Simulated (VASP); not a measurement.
Runs of VASP 6.6.1 on NaB3. The structure is tetragonal, space group P4/mmm (No. 123). Conventional cell: a = 3.482 Å, b = 3.482 Å, c = 3.397 Å, α = 90.00°, β = 90.00°, γ = 90.00°. Na (site symmetry 4/mmm) has 12 B at 2.43 to 2.46 Å as nearest neighbours. B (site symmetry mmm) has 4 Na at 2.43 Å and 8 B at 2.43 to 2.46 Å as nearest neighbours. B (site symmetry 4/mmm) has 8 B at 2.43 Å and 4 Na at 2.46 Å as nearest neighbours. The cell was built by a generator and needn't be a form met in nature.

| task | level | potentials or basis | spin | cell | k mesh | cutoff (eV) | smearing | ions in elastic constants | other keys | gap on the mesh (eV) | pressure (GPa) |
| --- | --- | --- | --- | --- | --- | --- | --- | --- | --- | --- | --- |
| band structure | vdW-DF2 | VASP PAW PBE potentials, release 64 (Na, B) | non-collinear, ferromagnetic start | as given | 6 × 6 × 6 | 500 | fermi-dirac 0.05 eV | - | - | - | (a) |
| relaxation of cell and atoms | PBE | VASP PAW PBE potentials, release 64 (Na_pv, B) | off | relaxed | 8 × 8 × 8 | 600 | gaussian 0.05 eV | - | - | none | 0.0 |
| relaxation of the atoms | RPBE | VASP PAW PBE potentials, release 64 (Na_pv, B) | off | atoms relaxed | 8 × 8 × 8 | 520 | gaussian 0.05 eV | - | - | none | -8.3 |
| single point | PBE | VASP PAW PBE potentials, release 64 (Na_pv, B) | off | as given | 8 × 8 × 8 | 520 | fermi-dirac 0.05 eV | - | - | none | -11.2 |

Problem. Fill in the values left out.

Solution. (a) -4.2.

Caveats: the PAW data sets were made with another functional, which shifts forces and pressure a little (some runs); the relaxation stopped at its first step, so nothing moved (some runs).

A gap of «none» marks a metal or a gap under the smearing width.

The runs don't all hold the same shells in valence.
